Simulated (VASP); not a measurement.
Here is the system:

```
NiSb
1.0
    1.95748    -3.39045     0.00000
    1.95748     3.39045     0.00000
    0.00000     0.00000     5.07547
Ni Sb
2 2
Direct
  0.00000   0.00000   0.50000
  0.00000   0.00000   0.00000
  0.33333   0.66667   0.25000
  0.66667   0.33333   0.75000
```

All values below come from PBEsol GGA, VASP's PBE PAW potentials (set 64) (plane waves; VASP). Settings: 400 eV cut-off, 10×10×7 Γ-centred mesh, tetrahedra with Blöchl corrections, potentials Ni Sb.

Unless said otherwise, spin-orbit coupling is left out, though it shifts the bands of the heavy elements here.

What does the run give for the energy per atom (σ→0), band gap (on the k-mesh) with the smallest direct gap where there is one?

```
Item                                                        Result
------------------------  ----------------------------------------
band gap (on the k-mesh)  none (metal, semimetal or under 0.01 eV)
energy per atom (σ→0)                               -5.670 eV/atom
```

The compound is NiSb in the NiAs type structure. It was relaxed first. The run is not spin-polarised, so no magnetic state was tried.
